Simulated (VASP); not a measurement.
Calculation: optB86b-vdW, VASP's PBE PAW potentials (set 64) (plane waves; VASP).

VASP input:

### INCAR
```
AGGAC = 0.0
ALGO = Normal
EDIFF = 1E-7
ENCUT = 520
GGA = MK
ISIF = 2
ISMEAR = -5
ISPIN = 2
LASPH = .True.
LCHARG = .True.
LMAXMIX = 4
LORBIT = 11
LREAL = .False.
LUSE_VDW = .True.
LWAVE = .False.
MAGMOM = 0.6
NEDOS = 601
NELM = 100
PARAM1 = 0.1234
PARAM2 = 1.0
PREC = Accurate
SYSTEM = Ni
```

### POSCAR
```
Ni
2.4654680
  0.0000000000   0.7071068656   0.7071068656
  0.7071068656   0.0000000000   0.7071068656
  0.7071068656   0.7071068656   0.0000000000
Ni
1
Cart
  0.0000000000   0.0000000000   0.0000000000
```

### KPOINTS
```
kpoints
0
gamma
  20 20 20
```

POTCAR, in this order: Ni (PBE.64 set). Program: vasp_std.

What VASP printed:

### OSZICAR
```
       N       E                     dE             d eps       ncg     rms          rms(c)
DAV:   1     0.254595180113E+02    0.25460E+02   -0.48547E+03  9440   0.144E+03
DAV:   2    -0.347704473356E+01   -0.28937E+02   -0.28063E+02  9314   0.166E+02
DAV:   3    -0.390338134139E+01   -0.42634E+00   -0.42558E+00 10641   0.268E+01
DAV:   4    -0.390748006531E+01   -0.40987E-02   -0.40953E-02 10646   0.229E+00
DAV:   5    -0.390758308302E+01   -0.10302E-03   -0.10299E-03 10635   0.315E-01    0.101E+01
DAV:   6    -0.321283337853E+01    0.69475E+00   -0.16163E+01  9671   0.658E+01    0.566E+00
DAV:   7    -0.291343771169E+01    0.29940E+00   -0.26365E+00  9736   0.250E+01    0.196E+00
DAV:   8    -0.289687314527E+01    0.16565E-01   -0.21952E-02 13126   0.175E+00    0.922E-01
DAV:   9    -0.289452012321E+01    0.23530E-02   -0.15585E-03 13593   0.398E-01    0.257E-01
DAV:  10    -0.289398255619E+01    0.53757E-03   -0.39774E-04 12724   0.173E-01    0.403E-02
DAV:  11    -0.289394654473E+01    0.36011E-04   -0.65395E-05 11829   0.934E-02    0.311E-02
DAV:  12    -0.289394597715E+01    0.56757E-06   -0.14439E-06 10769   0.172E-02    0.102E-02
DAV:  13    -0.289394807628E+01   -0.20991E-05   -0.49924E-07 10260   0.101E-02    0.393E-03
DAV:  14    -0.289394827354E+01   -0.19726E-06   -0.31233E-08  4777   0.267E-03    0.614E-04
DAV:  15    -0.289394830596E+01   -0.32426E-07   -0.49268E-09  4708   0.775E-04
   1 F= -.28939483E+01 E0= -.28939483E+01  d E =0.000000E+00  mag=     0.5958
```

OUTCAR:
```
------------------------ aborting loop because EDIFF is reached ----------------------------------------
  FORCE on cell =-STRESS in cart. coord.  units (eV):
  Direction    XX          YY          ZZ          XY          YZ          ZX
  --------------------------------------------------------------------------------------
  Total        0.0101183      0.0101183      0.0101183     -0.0000000      0.0000000      0.0000000
  in kB        1.5297994      1.5297994      1.5297994     -0.0000000      0.0000000      0.0000000
  external PRESSURE =       1.5297994 kB  Pullay stress =       0.0000000 kB
  volume of cell :       10.60
      direct lattice vectors                 reciprocal lattice vectors
     0.000000000  1.743349350  1.743349350    -0.286804248  0.286804248  0.286804248
     1.743349350  0.000000000  1.743349350     0.286804248 -0.286804248  0.286804248
     1.743349350  1.743349350  0.000000000     0.286804248  0.286804248 -0.286804248
 POSITION                                       TOTAL-FORCE (eV/Angst)
 -----------------------------------------------------------------------------------
      0.00000      0.00000      0.00000         0.000000      0.000000      0.000000
 -----------------------------------------------------------------------------------
    total drift:                                0.000000     -0.000000      0.000000
  FREE ENERGIE OF THE ION-ELECTRON SYSTEM (eV)
  ---------------------------------------------------
  free  energy   TOTEN  =        -2.8939483060 eV

  energy  without entropy=       -2.8939483060  energy(sigma->0) =       -2.89394831

 total charge

# of ion       s       p       d       tot
------------------------------------------
    1        0.510   0.518   8.343   9.371

 magnetization (x)

# of ion       s       p       d       tot
------------------------------------------
    1       -0.007  -0.025   0.635   0.603
```
(Selected blocks of OUTCAR.)

For a metal the tetrahedron method with Blöchl corrections gives inexact stress and forces.

The compound is Ni in the fcc structure. It was relaxed first.
